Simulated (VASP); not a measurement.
All values below come from rev-vdW-DF2, VASP's PBE PAW potentials (set 64) (plane waves; VASP).

A VASP calculation is set up with these files.

File KPOINTS:
```
k-points along high-symmetry lines
15
Line-mode
Reciprocal
  0.000000   0.000000   0.000000 ! GAMMA
  0.500000   0.000000   0.500000 ! X

  0.500000   0.000000   0.500000 ! X
  0.625000   0.250000   0.625000 ! U

  0.375000   0.375000   0.750000 ! K
  0.000000   0.000000   0.000000 ! GAMMA

  0.000000   0.000000   0.000000 ! GAMMA
  0.500000   0.500000   0.500000 ! L

  0.500000   0.500000   0.500000 ! L
  0.500000   0.250000   0.750000 ! W

  0.500000   0.250000   0.750000 ! W
  0.500000   0.000000   0.500000 ! X
```

**INCAR**
```
SYSTEM = MgO
PREC = Accurate
ENCUT = 520
EDIFF = 1E-7
NELM = 100
ALGO = Normal
LREAL = .FALSE.
LASPH = .TRUE.
ISMEAR = 0
SIGMA = 0.05
GGA = MK
PARAM1 = 0.1234568
PARAM2 = 0.7114
ZAB_VDW = -1.8867
LUSE_VDW = .TRUE.
AGGAC = 0.0
LWAVE = .FALSE.
LCHARG = .FALSE.
LORBIT = 11
ICHARG = 11
```

### POSCAR
```
MgO
2.9852710
  0.0000000000   0.7071066663   0.7071066663
  0.7071066663   0.0000000000   0.7071066663
  0.7071066663   0.7071066663   0.0000000000
Mg O
1 1
Cartesian
  0.0000000000   0.0000000000   0.0000000000
  0.7071066663   0.7071066663   0.7071066663
```

POTCAR, in this order: Mg O (PBE.64 set). Program: vasp_std. Read from the step before: CHGCAR.

Q: What will the output report for the number of irreducible k-points (NKPTS), largest plane-wave count, number of space-group operations, FFT grid (NGX, NGY, NGZ)?

A: 
```yaml
number of irreducible k-points (NKPTS): 90
largest_plane_wave_count: 531
number_of_space_group_operations: 48
FFT grid (NGX, NGY, NGZ): 24 × 24 × 24
```

The compound is MgO in the rock salt structure. It was relaxed first.
